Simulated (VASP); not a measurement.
Crystal: Zr2Ge.

```
Zr Ge
1.0
     4.64940    0.00000    0.00000
    -2.32470    4.02650    0.00000
     0.00000    0.00000    4.94508
Zr Ge
2 1
Direct
  0.33333 0.66667 0.00000
  0.66667 0.33333 0.00000
  0.00000 0.00000 0.50000
```

The cell was built by a generator and needn't be a form met in nature.

```yaml
Program: VASP 6.6.1
Task: relaxation of cell and atoms
Functional: PBE
Potentials_or_basis: VASP PAW PBE potentials, release 64 (Zr_sv, Ge_d)
Cutoff: 600 eV
k_mesh: 7 × 7 × 6
Occupations: methfessel-paxton, width 0.1 eV
Spin: no spin polarisation
```

At the start: pressure -7.3 GPa; volume 30.86 Å³/atom.

Where does the relaxation end?

Over 14 steps the energy falls by 1391.7 meV/atom and the volume is 20.01 Å³/atom (-35.2 %); space group P6/mmm (No. 191, to 0.05 Å).

Step by step:
| step | energy change (eV) | largest force (eV/Å) | pressure (GPa) | volume (Å³) |
| --- | --- | --- | --- | --- |
| 1 | 0.0000 | 0.0000 | -7.25 | 92.58 |
| 2 | -2.0632 | 0.0000 | -6.41 | 74.29 |
| 3 | 92.4352 | 0.0000 | 1294.02 | 24.48 |
| 4 | -2.1762 | 0.0000 | -6.15 | 73.32 |
| 5 | -3.1467 | 0.0000 | 33.18 | 48.00 |
| 6 | -3.3194 | 0.0000 | -0.04 | 62.10 |
| 7 | -3.7141 | 0.0000 | 10.26 | 54.98 |
| 8 | -3.6532 | 0.0000 | 9.14 | 56.99 |
| 9 | -4.0943 | 0.0000 | 6.92 | 56.23 |
| 10 | -4.0973 | 0.0000 | 6.99 | 56.34 |
| 11 | -4.1229 | 0.0000 | -4.30 | 63.05 |
| 12 | -4.1726 | 0.0000 | 0.16 | 59.89 |
| 13 | -4.1726 | 0.0000 | 0.30 | 59.82 |
| 14 | -4.1750 | 0.0000 | 0.06 | 60.03 |

Final structure:
```yaml
crystal:
  lattice:
    - [4.86641, 0.00000, 0.00000]
    - [-2.43320, 4.21443, 0.00000]
    - [0.00000, 0.00000, 2.92717]
  atoms:
    - { symbol: Zr, position: [0.33333, 0.66667, 0.00000] }
    - { symbol: Zr, position: [0.66667, 0.33333, 0.00000] }
    - { symbol: Ge, position: [0.00000, 0.00000, 0.50000] }
```

Caveat: the volume moved by over 15 % at a fixed basis, so the end points are rough.
